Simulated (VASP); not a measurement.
Output of a VASP run:

OUTCAR:
```
 ion  position               nearest neighbor table
   1  0.000  0.000  0.000-   3 2.33   3 2.33   3 2.33   2 2.33   2 2.33   2 2.33   3 2.33   2 2.33
  LATTYP: Found a face centered cubic cell.
 ALAT       =     5.3900000000
 Subroutine PRICEL returns:
 Original cell was already a primitive cell.
 Subroutine GETGRP returns: Found 48 space group operations
The static configuration has the point symmetry O_h .
The dynamic configuration has the point symmetry O_h .
 Subroutine INISYM returns: Found 48 space group operations
 Subroutine IBZKPT returns following result:
 Found     20 irreducible k-points:

 Following reciprocal coordinates:
            Coordinates               Weight
  0.000000  0.000000  0.000000      1.000000
  0.142857  0.000000  0.000000      8.000000
  0.285714  0.000000  0.000000      8.000000
  0.428571  0.000000  0.000000      8.000000
  0.142857  0.142857  0.000000      6.000000
  0.285714  0.142857  0.000000     24.000000
  0.428571  0.142857  0.000000     24.000000
 -0.428571  0.142857  0.000000     24.000000
 -0.285714  0.142857  0.000000     24.000000
 -0.142857  0.142857  0.000000     12.000000
  0.285714  0.285714  0.000000      6.000000
  0.428571  0.285714  0.000000     24.000000
 -0.428571  0.285714  0.000000     24.000000
 -0.285714  0.285714  0.000000     12.000000
  0.428571  0.428571  0.000000      6.000000
 -0.428571  0.428571  0.000000     12.000000
  0.428571  0.285714  0.142857     24.000000
 -0.428571  0.285714  0.142857     48.000000
 -0.428571  0.428571  0.142857     24.000000
 -0.285714  0.428571  0.142857     24.000000
   k-points           NKPTS =     20   k-points in BZ     NKDIM =     20   number of bands    NBANDS=     17
   number of dos      NEDOS =    301   number of ions     NIONS =      3
   total plane-waves  NPLWV =  21952
   dimension x,y,z NGX =    28 NGY =   28 NGZ =   28
   dimension x,y,z NGXF=    56 NGYF=   56 NGZF=   56
   ions per type =               1   2
   PREC   = accura    normal or accurate (medium, high low for compatibility)
   ISTART =      0    job   : 0-new  1-cont  2-samecut
   ICHARG =      2    charge: 1-file 2-atom 10-const
   ISPIN  =      1    spin polarized calculation?
   LNONCOLLINEAR =      F non collinear calculations
   LSORBIT =      F    spin-orbit coupling
   INIWAV =      1    electr: 0-lowe 1-rand  2-diag
   ENCUT  =  520.0 eV  38.22 Ry    6.18 a.u.   7.09  7.09  7.09*2*pi/ulx,y,z
   NELM   =    100;   NELMIN=  2; NELMDL= -5     # of ELM steps
   EDIFF  = 0.1E-05   stopping-criterion for ELM
   LREAL  =      F    real-space projection
   NLSPLINE    = F    spline interpolate recip. space projectors
   LMAXMIX     =    4 max onsite mixed and CHGCAR
   VOSKOWN=      0    Vosko Wilk Nusair interpolation
   EDIFFG = -.2E-01   stopping-criterion for IOM
   NSW    =     60    number of steps for IOM
   NBLOCK =      1;   KBLOCK =     60    inner block; outer block
   IBRION =      2    ionic relax: 0-MD 1-quasi-New 2-CG
   NFREE  =      1    steps in history (QN), initial steepest desc. (CG)
   ISIF   =      3    stress and relaxation
   ISYM   =      2    0-nonsym 1-usesym 2-fastsym
   TEIN   =    0.0    initial temperature
   TEBEG  =    0.0;   TEEND  =   0.0 temperature during run
   SMASS  =  -3.00    Nose mass-parameter (am)
   PSTRESS=    0.0 pullay stress
   NELECT =      26.0000    total number of electrons
   EFERMI =   0.00;   METHOD = LEGACY
   ISMEAR =     0;   SIGMA  =   0.05  broadening in eV -4-tet -1-fermi 0-gaus
   IALGO  =     38    algorithm
   LDIAG  =      T    sub-space diagonalisation (order eigenvalues)
   IMIX   =      4    mixing-type and parameters
     AMIX     =   0.40;   BMIX     =  1.00
     AMIX_MAG =   1.60;   BMIX_MAG =  1.00
     AMIN     =   0.10
   GGA     = BO    functional components
   VOSKOWN =     0    Vosko Wilk Nusair interpolation
   LHFCALC =     F    Hartree Fock is set to
   LHFONE  =     F    Hartree Fock one center treatment
   AEXX    =    0.0000 exact exchange contribution
...
```

File OSZICAR:
```
       N       E                     dE             d eps       ncg     rms          rms(c)
DAV:   1     0.213110933745E+03    0.21311E+03   -0.15796E+04   696   0.155E+03
DAV:   2     0.305951437576E+01   -0.21005E+03   -0.20432E+03   774   0.388E+02
DAV:   3    -0.587075740343E+01   -0.89303E+01   -0.89110E+01   753   0.899E+01
DAV:   4    -0.592039833322E+01   -0.49641E-01   -0.49631E-01   773   0.662E+00
DAV:   5    -0.592056052833E+01   -0.16220E-03   -0.16219E-03   721   0.343E-01    0.107E+01
DAV:   6    -0.400357291590E+01    0.19170E+01   -0.58907E+00   901   0.451E+01    0.756E+00
DAV:   7    -0.403930694952E+01   -0.35734E-01   -0.86147E-01   683   0.100E+01    0.443E+00
DAV:   8    -0.402723800443E+01    0.12069E-01   -0.15596E-01   684   0.412E+00    0.719E-01
DAV:   9    -0.401847217411E+01    0.87658E-02   -0.38995E-02   857   0.249E+00    0.900E-02
DAV:  10    -0.401887133068E+01   -0.39916E-03   -0.28310E-03   682   0.691E-01    0.106E-01
DAV:  11    -0.401890692059E+01   -0.35590E-04   -0.11940E-04   708   0.151E-01    0.362E-02
DAV:  12    -0.401891991521E+01   -0.12995E-04   -0.34444E-05   683   0.639E-02    0.160E-02
DAV:  13    -0.401891998744E+01   -0.72231E-07   -0.25556E-06   617   0.178E-02
   1 F= -.40189200E+01 E0= -.40189200E+01  d E =-.401892E+01
       N       E                     dE             d eps       ncg     rms          rms(c)
DAV:   1    -0.447441182327E+01   -0.45549E+00   -0.94526E+00   684   0.376E+01    0.530E+00
DAV:   2    -0.406475279481E+01    0.40966E+00   -0.15623E+00   685   0.121E+01    0.120E+00
DAV:   3    -0.403546735613E+01    0.29285E-01   -0.71073E-02   680   0.479E+00    0.132E+00
DAV:   4    -0.403105619792E+01    0.44112E-02   -0.91454E-03   689   0.121E+00    0.903E-01
DAV:   5    -0.402981945289E+01    0.12367E-02   -0.18213E-03   699   0.482E-01    0.679E-02
DAV:   6    -0.402973420753E+01    0.85245E-04   -0.32177E-04   838   0.338E-01    0.189E-02
DAV:   7    -0.402973911916E+01   -0.49116E-05   -0.36720E-05   687   0.698E-02    0.101E-02
DAV:   8    -0.402973863865E+01    0.48051E-06   -0.51317E-06   728   0.349E-02
   2 F= -.40297386E+01 E0= -.40297386E+01  d E =-.108187E-01
       N       E                     dE             d eps       ncg     rms          rms(c)
DAV:   1    -0.406079371452E+01   -0.31055E-01   -0.62210E-01   684   0.947E+00    0.133E+00
DAV:   2    -0.403340177550E+01    0.27392E-01   -0.10649E-01   688   0.312E+00    0.284E-01
DAV:   3    -0.403150802416E+01    0.18938E-02   -0.47573E-03   688   0.136E+00    0.293E-01
DAV:   4    -0.403124196439E+01    0.26606E-03   -0.70992E-04   688   0.333E-01    0.206E-01
DAV:   5    -0.403118358706E+01    0.58377E-04   -0.16140E-04   700   0.160E-01    0.289E-02
DAV:   6    -0.403117487661E+01    0.87104E-05   -0.37470E-05   839   0.116E-01    0.450E-03
DAV:   7    -0.403117562643E+01   -0.74983E-06   -0.30442E-06   538   0.180E-02
   3 F= -.40311756E+01 E0= -.40311756E+01  d E =-.122556E-01
```

### OUTCAR
```
------------------------ aborting loop because EDIFF is reached ----------------------------------------
  FORCE on cell =-STRESS in cart. coord.  units (eV):
  Direction    XX          YY          ZZ          XY          YZ          ZX
  --------------------------------------------------------------------------------------
  Total        0.0010827      0.0010827      0.0010827      0.0000000     -0.0000000     -0.0000000
  in kB        0.0430171      0.0430171      0.0430171      0.0000000     -0.0000000     -0.0000000
  external PRESSURE =       0.0430171 kB  Pullay stress =       0.0000000 kB
  volume of cell :       40.32
      direct lattice vectors                 reciprocal lattice vectors
     0.000000000  2.721731638  2.721731638    -0.183706576  0.183706576  0.183706576
     2.721731638 -0.000000000  2.721731638     0.183706576 -0.183706576  0.183706576
     2.721731638  2.721731638 -0.000000000     0.183706576  0.183706576 -0.183706576
 POSITION                                       TOTAL-FORCE (eV/Angst)
 -----------------------------------------------------------------------------------
      0.00000      0.00000      0.00000        -0.000000     -0.000000     -0.000000
      1.36087      1.36087      1.36087        -0.000000     -0.000000      0.000000
      4.08260      4.08260      4.08260         0.000000      0.000000      0.000000
 -----------------------------------------------------------------------------------
    total drift:                                0.000000      0.000000      0.000000
  FREE ENERGIE OF THE ION-ELECTRON SYSTEM (eV)
  ---------------------------------------------------
  free  energy   TOTEN  =        -4.0311756264 eV

  energy  without entropy=       -4.0311756264  energy(sigma->0) =       -4.03117563

 reached required accuracy - stopping structural energy minimisation
```
(Selected blocks of OUTCAR.)

POSCAR:
```
CdF2
1
    0.0000000000     2.6950000000     2.6950000000
    2.6950000000     0.0000000000     2.6950000000
    2.6950000000     2.6950000000     0.0000000000
Cd F
1 2
Direct
  0.0000000000   0.0000000000   0.0000000000
  0.2500000000   0.2500000000   0.2500000000
  0.7500000000   0.7500000000   0.7500000000
```

Problem. Reconstruct the remaining input files.

Solution. This is not unique; one that fits is the input of the run itself, optB88-vdW, plane waves, VASP's PBE PAW potentials (set 64).

### KPOINTS
```
K-points
0
gamma
7 7 7
0 0 0
```

**INCAR**
```
SYSTEM = CdF2
PREC = Accurate
ENCUT = 520
EDIFF = 1E-6
NELM = 100
ALGO = Normal
LREAL = .FALSE.
LASPH = .TRUE.
ISMEAR = 0
SIGMA = 0.05
GGA = BO
PARAM1 = 0.1833333333
PARAM2 = 0.22
LUSE_VDW = .TRUE.
AGGAC = 0.0
LMAXMIX = 4
LWAVE = .FALSE.
LCHARG = .FALSE.
IBRION = 2
ISIF = 3
NSW = 60
EDIFFG = -0.02
```

POTCAR, in this order: Cd F (PBE.64 set). Program: vasp_std.

Energy and stress use the plane-wave basis of the starting cell.

The compound is CdF2 in the fluorite structure. This run relaxes it. Symmetry was kept, so distortions that lower it aren't found. The start is the result of an earlier pass.
